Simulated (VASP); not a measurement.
Here is the system:

```xyz
8
Lattice="3.1999 0.0000 0.0000 -1.6000 2.7712 0.0000 0.0000 0.0000 10.4757" Properties=species:S:1:pos:R:3 pbc="T T T"
Ga    -0.0212    -0.0541    -0.0440
Ga    -0.0022     0.0233     5.2149
Ga     1.5287     0.9522     7.8393
Ga     0.0197     1.8492     2.6388
N     -0.0591    -0.0276     8.5210
N      0.0860    -0.0441     3.3024
N      1.6349     0.9978     5.9358
N      0.0131     1.8457     0.6512
```

Computed with LDA (Ceperley-Alder, Perdew-Zunger), VASP's LDA PAW potentials (set 64) (plane waves; VASP). Run with 400 eV cut-off, 8×8×2 Γ-centred mesh shifted by (0.5, 0.5, 0.5), Fermi-Dirac smearing of 0.10 eV, potentials Ga_d N.

At this cut-off the stress carries a Pulay error, which pulls relaxed volumes low.

### Question
Give the stress tensor in GPa (positive for a compressed cell).

### Answer

```
-12.06   -0.52   -1.33
 -0.52  -11.30    0.08
 -1.33    0.08   -9.35
```
The pressure is its mean diagonal, -10.90 GPa.

The structure was generated: GaN was put into an ordered model structure, which need not be its known phase. The cell was not relaxed at this level, atoms are displaced from their ideal sites.
